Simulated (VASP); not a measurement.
**SiSn (relaxed from the CsCl structure, space group Pm-3m): computed properties**

Computed with LDA (Ceperley-Alder, Perdew-Zunger), VASP's LDA PAW potentials (set 64) (plane waves; VASP).

```json
{
 "space_group": "Pm-3m (221)",
 "cell": "a = 3.4188 Å, b = 3.4188 Å, c = 3.4188 Å, α = 90.00°, β = 90.00°, γ = 90.00°",
 "volume_per_atom": "19.98 Å³/atom",
 "band gap (over mesh and band path)": "none (metal, semimetal or under 0.01 eV)",
 "density": "6.10 g/cm³"
}
```

```cif
data_SiSn
_chemical_formula_sum 'Sn1 Si1'
_space_group_name_H-M_alt 'P 1'
_space_group_IT_number 1
_cell_length_a 3.41875
_cell_length_b 3.41875
_cell_length_c 3.41875
_cell_angle_alpha 90.000
_cell_angle_beta 90.000
_cell_angle_gamma 90.000
loop_
_space_group_symop_operation_xyz
  'x, y, z'
loop_
_atom_site_label
_atom_site_type_symbol
_atom_site_fract_x
_atom_site_fract_y
_atom_site_fract_z
_atom_site_occupancy
Sn1 Sn 0.00000 0.00000 0.00000 1
Si1 Si 0.50000 0.50000 0.50000 1
```

Unless said otherwise, spin-orbit coupling is left out, though it shifts the bands of the heavy elements here.

The structure was generated: SiSn was put into the CsCl type (Pm-3m), which need not be its known phase. It was relaxed first, which changed the volume by +18 %. Symmetry was kept, so distortions that lower it aren't found.
